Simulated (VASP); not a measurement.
Output of a VASP run:

**OUTCAR**
```
 ion  position               nearest neighbor table
   1  0.000  0.000  0.000-   2 2.36   2 2.36   2 2.36   2 2.36
   2  0.250  0.250  0.250-   1 2.36   1 2.36   1 2.36   1 2.36
  LATTYP: Found a face centered cubic cell.
 ALAT       =     5.4500000000
 Subroutine PRICEL returns:
 Original cell was already a primitive cell.
 Subroutine GETGRP returns: Found 24 space group operations
The static configuration has the point symmetry T_d .
The dynamic configuration has the point symmetry T_d .
 Subroutine INISYM returns: Found 24 space group operations
 Subroutine IBZKPT returns following result:
 Found     35 irreducible k-points:

 Following reciprocal coordinates:
            Coordinates               Weight
  0.000000  0.000000  0.000000      1.000000
  0.111111  0.000000  0.000000      8.000000
  0.222222  0.000000  0.000000      8.000000
  0.333333  0.000000  0.000000      8.000000
  0.444444  0.000000  0.000000      8.000000
  0.111111  0.111111  0.000000      6.000000
  0.222222  0.111111  0.000000     24.000000
  0.333333  0.111111  0.000000     24.000000
  0.444444  0.111111  0.000000     24.000000
 -0.444444  0.111111  0.000000     24.000000
 -0.333333  0.111111  0.000000     24.000000
 -0.222222  0.111111  0.000000     24.000000
 -0.111111  0.111111  0.000000     12.000000
  0.222222  0.222222  0.000000      6.000000
  0.333333  0.222222  0.000000     24.000000
  0.444444  0.222222  0.000000     24.000000
 -0.444444  0.222222  0.000000     24.000000
 -0.333333  0.222222  0.000000     24.000000
 -0.222222  0.222222  0.000000     12.000000
  0.333333  0.333333  0.000000      6.000000
  0.444444  0.333333  0.000000     24.000000
 -0.444444  0.333333  0.000000     24.000000
 -0.333333  0.333333  0.000000     12.000000
  0.444444  0.444444  0.000000      6.000000
 -0.444444  0.444444  0.000000     12.000000
  0.333333  0.222222  0.111111     24.000000
  0.444444  0.222222  0.111111     48.000000
 -0.444444  0.222222  0.111111     48.000000
  0.444444  0.333333  0.111111     24.000000
 -0.444444  0.333333  0.111111     48.000000
 -0.333333  0.333333  0.111111     48.000000
 -0.222222  0.333333  0.111111     24.000000
 -0.444444  0.444444  0.111111     24.000000
 -0.333333  0.444444  0.111111     24.000000
 -0.333333  0.444444  0.222222     24.000000
   k-points           NKPTS =     35   k-points in BZ     NKDIM =     35   number of bands    NBANDS=     13
   number of dos      NEDOS =    601   number of ions     NIONS =      2
   total plane-waves  NPLWV =  27000
   dimension x,y,z NGX =    30 NGY =   30 NGZ =   30
   dimension x,y,z NGXF=    60 NGYF=   60 NGZF=   60
   ions per type =               1   1
   PREC   = accura    normal or accurate (medium, high low for compatibility)
   ISTART =      0    job   : 0-new  1-cont  2-samecut
   ICHARG =      2    charge: 1-file 2-atom 10-const
   ISPIN  =      1    spin polarized calculation?
   LNONCOLLINEAR =      F non collinear calculations
   LSORBIT =      F    spin-orbit coupling
   INIWAV =      1    electr: 0-lowe 1-rand  2-diag
   ENCUT  =  520.0 eV  38.22 Ry    6.18 a.u.   7.17  7.17  7.17*2*pi/ulx,y,z
   NELM   =    100;   NELMIN=  2; NELMDL= -5     # of ELM steps
   EDIFF  = 0.1E-06   stopping-criterion for ELM
   LREAL  =      F    real-space projection
   NLSPLINE    = F    spline interpolate recip. space projectors
   LMAXMIX     =    4 max onsite mixed and CHGCAR
   VOSKOWN=      0    Vosko Wilk Nusair interpolation
   EDIFFG = 0.1E-05   stopping-criterion for IOM
   NSW    =      0    number of steps for IOM
   NBLOCK =      1;   KBLOCK =      1    inner block; outer block
   IBRION =     -1    ionic relax: 0-MD 1-quasi-New 2-CG
   NFREE  =      0    steps in history (QN), initial steepest desc. (CG)
   ISIF   =      2    stress and relaxation
   ISYM   =      2    0-nonsym 1-usesym 2-fastsym
   TEIN   =    0.0    initial temperature
   TEBEG  =    0.0;   TEEND  =   0.0 temperature during run
...
```

### OSZICAR
```
       N       E                     dE             d eps       ncg     rms          rms(c)
DAV:   1     0.618678221108E+02    0.61868E+02   -0.96612E+03   918   0.205E+03
DAV:   2    -0.234049511524E+02   -0.85273E+02   -0.82599E+02   995   0.337E+02
DAV:   3    -0.297735422495E+02   -0.63686E+01   -0.63371E+01  1135   0.777E+01
DAV:   4    -0.298925763227E+02   -0.11903E+00   -0.11896E+00  1076   0.116E+01
DAV:   5    -0.298953576296E+02   -0.27813E-02   -0.27811E-02  1182   0.144E+00    0.452E+00
DAV:   6    -0.275350118801E+02    0.23603E+01   -0.85454E-01  1117   0.214E+01    0.287E+00
DAV:   7    -0.277360342575E+02   -0.20102E+00   -0.40651E-01   930   0.935E+00    0.162E+00
DAV:   8    -0.276631933813E+02    0.72841E-01   -0.14164E-01   920   0.568E+00    0.664E-01
DAV:   9    -0.275805603102E+02    0.82633E-01   -0.17559E-01   915   0.499E+00    0.114E-01
DAV:  10    -0.276549878422E+02   -0.74428E-01   -0.12661E-01   910   0.465E+00    0.725E-02
DAV:  11    -0.276602106057E+02   -0.52228E-02   -0.21790E-02   950   0.227E+00    0.486E-02
DAV:  12    -0.276591195572E+02    0.10910E-02   -0.46858E-03   920   0.112E+00    0.281E-02
DAV:  13    -0.276602825370E+02   -0.11630E-02   -0.15250E-03  1070   0.494E-01    0.373E-02
DAV:  14    -0.276598984588E+02    0.38408E-03   -0.98199E-04   920   0.489E-01    0.371E-02
DAV:  15    -0.276598739954E+02    0.24463E-04   -0.84722E-05  1100   0.133E-01    0.193E-02
DAV:  16    -0.276598944760E+02   -0.20481E-04   -0.18119E-05   940   0.677E-02    0.138E-02
DAV:  17    -0.276598848658E+02    0.96102E-05   -0.11344E-05   930   0.515E-02    0.754E-03
DAV:  18    -0.276598938553E+02   -0.89896E-05   -0.12188E-05   910   0.609E-02    0.176E-03
DAV:  19    -0.276598852599E+02    0.85955E-05   -0.15023E-06   980   0.162E-02    0.253E-03
DAV:  20    -0.276598810673E+02    0.41926E-05   -0.61796E-07   940   0.121E-02    0.148E-03
DAV:  21    -0.276598785358E+02    0.25315E-05   -0.26526E-07   935   0.835E-03    0.667E-04
DAV:  22    -0.276598784205E+02    0.11533E-06   -0.52245E-08   605   0.335E-03    0.365E-04
DAV:  23    -0.276598784882E+02   -0.67769E-07   -0.16154E-08   465   0.185E-03
   1 F= -.27659878E+02 E0= -.27659878E+02  d E =0.000000E+00
       N       E                     dE             ncg
       N       E                     dE             ncg
```

OUTCAR:
```
------------------------ aborting loop because EDIFF is reached ----------------------------------------
  FORCE on cell =-STRESS in cart. coord.  units (eV):
  Direction    XX          YY          ZZ          XY          YZ          ZX
  --------------------------------------------------------------------------------------
  Total        0.0036227      0.0036227      0.0036227      0.0000000      0.0000000     -0.0000000
  in kB        0.1434229      0.1434229      0.1434229      0.0000000      0.0000000     -0.0000000
  external PRESSURE =       0.1434229 kB  Pullay stress =       0.0000000 kB
  volume of cell :       40.47
      direct lattice vectors                 reciprocal lattice vectors
     0.000000000  2.725000000  2.725000000    -0.183486239  0.183486239  0.183486239
     2.725000000  0.000000000  2.725000000     0.183486239 -0.183486239  0.183486239
     2.725000000  2.725000000  0.000000000     0.183486239  0.183486239 -0.183486239
  FREE ENERGIE OF THE ION-ELECTRON SYSTEM (eV)
  ---------------------------------------------------
  free  energy   TOTEN  =       -27.6598784882 eV

  energy  without entropy=      -27.6598784882  energy(sigma->0) =      -27.65987849

 total charge

# of ion       s       p       d       tot
------------------------------------------
    1        0.840   0.843  10.014  11.697
    2        1.009   1.537   0.000   2.546
--------------------------------------------------
tot          1.849   2.379  10.014  14.243
```
(Selected blocks of OUTCAR.)

File POSCAR:
```
GaP
1
    0.0000000000     2.7250000000     2.7250000000
    2.7250000000     0.0000000000     2.7250000000
    2.7250000000     2.7250000000     0.0000000000
Ga P
1 1
Direct
  0.0000000000   0.0000000000   0.0000000000
  0.2500000000   0.2500000000   0.2500000000
```

Q: Reconstruct the remaining input files.

A: Several could match; the one computed here: the input of the run itself, SCAN meta-GGA, plane waves, VASP's PBE PAW potentials (set 64).

### KPOINTS_OPT
```
k-points along high-symmetry lines
10
Line-mode
Reciprocal
  0.000000   0.000000   0.000000 ! GAMMA
 -0.500000  -0.500000   0.000000 ! X

 -0.500000  -0.500000   0.000000 ! X
 -0.375000  -0.375000   0.250000 ! U

 -0.375000  -0.000000   0.375000 ! K
  0.000000   0.000000   0.000000 ! GAMMA

  0.000000   0.000000   0.000000 ! GAMMA
 -0.000000   0.000000   0.500000 ! L

 -0.000000   0.000000   0.500000 ! L
 -0.500000  -0.250000   0.250000 ! W

 -0.500000  -0.250000   0.250000 ! W
 -0.500000  -0.500000   0.000000 ! X
```

### INCAR
```
SYSTEM  =  GaP
PREC  =  Accurate; ENCUT  =  520; LREAL  =  F
LASPH  =  T
EDIFF  =  1E-7; NELM  =  100; ALGO  =  Normal
LMAXMIX  =  4; LMIXTAU  =  T
ISMEAR  =  -5
METAGGA  =  SCAN
ISIF  =  2
LWAVE  =  F; LCHARG  =  F; LORBIT  =  11
NEDOS  =  601
```

File KPOINTS:
```
Automatic mesh
0
Gamma
9 9 9
0 0 0
```

POTCAR, in this order: Ga_d P (PBE.64 set). Program: vasp_std.

The compound is GaP in the zinc blende structure. The cell was not relaxed at this level.
